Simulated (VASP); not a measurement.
Hg2C: single point with PBE

Crystal: Hg2C.

```
CELL_PARAMETERS angstrom
0.00000 2.87405 2.87405
2.87405 0.00000 2.87405
2.87405 2.87405 0.00000
ATOMIC_POSITIONS crystal
C 0.00000 0.00000 0.00000
Hg 0.25000 0.25000 0.25000
Hg 0.75000 0.75000 0.75000
```

The cell comes from a database or a generator and needn't be the stable form of this composition.

| Item | Value |
| --- | --- |
| Program | VASP 6.6.1 |
| Task | single point |
| Functional | PBE |
| Potentials or basis | VASP PAW PBE potentials, release 64 (C, Hg) |
| Cutoff | 520 eV |
| k mesh | 6 × 6 × 6 |
| Occupations | gaussian, width 0.05 eV |
| Spin | no spin polarisation |
| Dipole correction | no |
| Further INCAR settings | ALGO = Normal; EDIFF = 1e-06; NBANDS = 21 |

```yaml
Pressure: 19.9 GPa
Band_gap_on_the_k_mesh: none (metal or under the smearing width)
```

Levels at points of the mesh, in eV from the Fermi level:
```tsv
k point	band 10	band 11	band 12	band 13	band 14	band 15	band 16	band 17	band 18	band 19
(0.00, 0.00, 0.00)	-5.64	-5.64	-2.84	0.45	0.45	0.45	3.93	3.93	3.93	5.51
(0.50, 0.00, 0.00)	-7.44	-6.95	-6.54	-1.48	-0.31	-0.31	4.09	5.93	5.93	6.79
(0.50, 0.50, 0.00)	-6.42	-5.70	-4.16	-3.10	-3.10	0.58	1.51	4.35	7.32	7.32
```

Run time: 17 s on 1 thread of Intel(R) Xeon(R) Platinum 8259CL CPU @ 2.50GHz (Skylake/Cascade Lake), with other jobs on the host, peak memory 0.17 GiB.

Caveat: so large a pressure means that the cell lies far from this level's equilibrium, or that cutoff or potentials fall short. Spin-orbit coupling is left out, which matters for the levels of Hg.
